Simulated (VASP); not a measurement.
Wanted: the native input for a VASP 6.6.1 run.

```yaml
Task: density of states
Functional: PBE
Potentials_or_basis: VASP PAW PBE potentials, release 64 (Be, Te, Se)
Cutoff: 520 eV
k_mesh: 4 × 4 × 4
Occupations: gaussian, width 0.03 eV
Spin: no spin polarisation
k_mesh_for_the_DOS: 6 × 6 × 6
Occupations_for_the_DOS: tetrahedron
Further_INCAR_settings: ALGO = Fast; EDIFF = 1e-06; NBANDS = 36
```

Be3Te2Se:

```
Be Te Se
1.0
     5.82429   -3.35845    0.00000
     5.82429    3.35845    0.00000
     0.00000    0.00000    6.39989
Be Te Se
6 4 2
Direct
  0.16561 0.52136 0.11352
  0.47864 0.83439 0.11352
  0.85180 0.14820 0.13938
  0.83439 0.47864 0.61352
  0.52136 0.16561 0.61352
  0.14820 0.85180 0.63938
  0.83275 0.49557 0.99572
  0.50443 0.16725 0.99572
  0.49557 0.83275 0.49572
  0.16725 0.50443 0.49572
  0.15990 0.84010 0.99729
  0.84010 0.15990 0.49729
```

The cell was built by a generator and needn't be a form met in nature.

These files were run (other wordings do the same):

POSCAR

```
Be3Te2Se                                
1.0
    5.8242922713     -3.3584475133      0.0000000000
    5.8242922713      3.3584475133      0.0000000000
    0.0000000000      0.0000000000      6.3998897258
  Be              Te              Se            
     6     4     2
Direct
     0.1656072476258792    0.5213611305628557    0.1135228206250925
     0.4786388694371443    0.8343927523741208    0.1135228206250925
     0.8517989461920488    0.1482010538079513    0.1393765608081053
     0.8343927523741208    0.4786388694371443    0.6135228206250924
     0.5213611305628557    0.1656072476258792    0.6135228206250924
     0.1482010538079513    0.8517989461920488    0.6393765608081053
     0.8327535483829813    0.4955654995937486    0.9957217984000386
     0.5044345004062513    0.1672464516170187    0.9957217984000386
     0.4955654995937486    0.8327535483829813    0.4957217984000385
     0.1672464516170187    0.5044345004062513    0.4957217984000385
     0.1599048061201700    0.8400951938798300    0.9972904511416188
     0.8400951938798300    0.1599048061201700    0.4972904511416187
```

INCAR.step1

```
ALGO = Fast ; EDIFF = 1E-6
ENCUT = 520 ; GGA = PE
ISIF = 2 ; ISMEAR = 0
KPAR = 8 ; LASPH = True
LCHARG = True ; LREAL = False
LWAVE = False ; NBANDS = 36
NELM = 80 ; PREC = Accurate
SIGMA = 0.03
```

KPOINTS.step1

```
k-points
0
Gamma
  4 4 4
```

INCAR.step2

```
ALGO = Fast ; EDIFF = 1E-6
ENCUT = 520 ; GGA = PE
ICHARG = 11 ; ISIF = 2
ISMEAR = -5 ; KPAR = 8
LASPH = True ; LCHARG = False
LORBIT = 11 ; LREAL = False
LWAVE = False ; NBANDS = 36
NEDOS = 2001 ; NELM = 80
PREC = Accurate ; SIGMA = 0.03
```

KPOINTS.step2

```
k-points
0
Gamma
  6 6 6
```

Potentials or basis: VASP PAW PBE potentials, release 64 (Be, Te, Se).

Launch:

```bash
$ cat potpaw_PBE.64/Be/POTCAR potpaw_PBE.64/Te/POTCAR potpaw_PBE.64/Se/POTCAR > POTCAR
$ cp INCAR.step1 INCAR
$ cp KPOINTS.step1 KPOINTS
$ mpirun -np 8 vasp_std > vasp.out
$ cp INCAR.step2 INCAR
$ cp KPOINTS.step2 KPOINTS
$ mpirun -np 8 vasp_std > vasp.out
```

Results of the run:

- Valence electrons inside the program's atomic spheres: Be 0.94, 0.92; Te 3.51; Se 3.93

Wall time 89 s on 8 MPI ranks on Intel(R) Xeon(R) Platinum 8559C (Emerald Rapids), with other jobs on the host, peak memory 0.59 GiB a rank.
